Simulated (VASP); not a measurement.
```
CELL_PARAMETERS angstrom
      0.00000     2.24871     2.24871
      2.24871     0.00000     2.24871
      2.24871     2.24871     0.00000
ATOMIC_POSITIONS crystal
  Ga 0.00000 0.00000 0.00000
  N  0.25000 0.25000 0.25000
```

The numbers are results of SCAN meta-GGA, VASP's PBE PAW potentials (set 64) (plane waves; VASP), not measurements. Run with 520 eV cut-off, 11×11×11 Γ-centred mesh, tetrahedra with Blöchl corrections, potentials Ga_d N.

Tabulate the total density of states (states/eV per cell) against energy (eV; zero at the valence-band maximum or, without a gap, the Fermi level).

| E (eV) | DOS (states/eV) |
|---|---|
| -9.97 | 0.00 |
| -9.73 | 0.00 |
| -9.49 | 0.00 |
| -9.13 | 0.00 |
| -8.89 | 0.00 |
| -8.65 | 0.00 |
| -8.41 | 0.00 |
| -8.17 | 0.00 |
| -7.93 | 0.00 |
| -7.57 | 0.00 |
| -7.33 | 0.00 |
| -7.09 | 0.06 |
| -6.85 | 0.25 |
| -6.61 | 0.42 |
| -6.25 | 0.76 |
| -6.01 | 2.48 |
| -5.77 | 0.88 |
| -5.53 | 0.58 |
| -5.29 | 0.42 |
| -4.93 | 0.31 |
| -4.69 | 0.28 |
| -4.45 | 0.23 |
| -4.21 | 0.47 |
| -3.97 | 0.95 |
| -3.73 | 0.86 |
| -3.37 | 0.80 |
| -3.13 | 0.95 |
| -2.89 | 1.18 |
| -2.65 | 1.31 |
| -2.41 | 1.36 |
| -2.05 | 1.29 |
| -1.81 | 1.35 |
| -1.57 | 1.33 |
| -1.33 | 1.40 |
| -1.09 | 1.38 |
| -0.73 | 0.74 |
| -0.49 | 0.57 |
| -0.25 | 0.32 |
| -0.01 | 0.02 |
| 0.23 | 0.00 |
| 0.47 | 0.00 |
| 0.83 | 0.00 |
| 1.07 | 0.00 |
| 1.31 | 0.00 |
| 1.55 | 0.00 |
| 1.79 | 0.00 |
| 2.15 | 0.00 |
| 2.39 | 0.00 |
| 2.63 | 0.01 |
| 2.87 | 0.02 |
| 3.11 | 0.03 |
| 3.47 | 0.05 |
| 3.71 | 0.06 |
| 3.95 | 0.11 |
| 4.19 | 0.19 |
| 4.43 | 0.26 |
| 4.67 | 0.34 |
| 5.03 | 0.55 |
| 5.27 | 0.75 |
| 5.51 | 0.83 |
Within 2 eV below the valence-band maximum the largest weight inside VASP's projection spheres is N p, then Ga p.

The compound is GaN in the zinc blende structure, a metastable form; wurtzite is the usual one. It was relaxed first.
